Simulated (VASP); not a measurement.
# SiCH₃ClF₂: harmonic vibrations of a molecule

SiCH₃ClF₂, molecule in box, 8 atoms in the cell. PBE, harmonic vibrations; PAW potentials C, Si, F, Cl, H (PBE set).

## Input

INCAR.step1:
```
SYSTEM = SiH3CClF2
ALGO = Normal ; EDIFF = 1E-8
EDIFFG = -0.002 ; ENCUT = 400
IBRION = 2 ; ISIF = 2
ISMEAR = 0 ; ISYM = 0
LASPH = .True. ; LCHARG = .False.
LREAL = .False. ; LWAVE = .False.
NELM = 100 ; NSW = 60
POTIM = 0.5 ; PREC = Accurate
SIGMA = 0.01
```

INCAR.step2, as INCAR.step1 but for:
```
- EDIFFG = -0.002
- IBRION = 2
- ISIF = 2
- NSW = 60
- POTIM = 0.5
+ IBRION = 5
+ NFREE = 2
+ NSW = 1
+ POTIM = 0.015
```

KPOINTS:
```
k-points
0
Gamma
  1 1 1
```

POSCAR.step1:
```
SiH3CClF2
1.0
   13.0000000000      0.0000000000      0.0000000000
    0.0000000000     13.0000000000      0.0000000000
    0.0000000000      0.0000000000     13.0000000000
C Si F Cl H
1 1 2 1 3
Direct
    0.4277230800      0.4488807700      0.5566615400
    0.5430384600      0.4835269200      0.4834769200
    0.6427615400      0.4355500000      0.5341153800
    0.5373153800      0.4399115400      0.3700153800
    0.5640000000      0.6379192300      0.4741153800
    0.4193692300      0.3653115400      0.5595538500
    0.4329769200      0.4780653800      0.6352153800
    0.3592384600      0.4814807700      0.5206538500
```

Commands (each step's output is kept before the next begins):
```
cat potpaw_PBE.64/C/POTCAR potpaw_PBE.64/Si/POTCAR potpaw_PBE.64/F/POTCAR potpaw_PBE.64/Cl/POTCAR potpaw_PBE.64/H/POTCAR > POTCAR
cp INCAR.step1 INCAR
cp POSCAR.step1 POSCAR
mpirun -np 8 vasp_gam > vasp.out
cp CONTCAR POSCAR
cp INCAR.step2 INCAR
mpirun -np 8 vasp_gam > vasp.out
```

## Result

- Vibrations (cm⁻¹; a negative value is imaginary): 3076, 3071, 2989, 1404, 1402, 1250, 917, 868, 790, 768, 710, 514, 325, 287, 251, 198, 177, 134
- Zero-point energy (eV): 1.186
- Translations and rotations, which should read zero (cm⁻¹): -15, -10, -5, 2, 14, 18
- Vibrational entropy at 298 K (meV/K): 0.591
- Displaced cells: 48
- Ionic steps, all stages: 89
- Electronic steps, all stages: 1462

VASP 6.6.1 took 1302 s on 8 cores (AMD EPYC 7R13 (Zen 3)), a shared host.
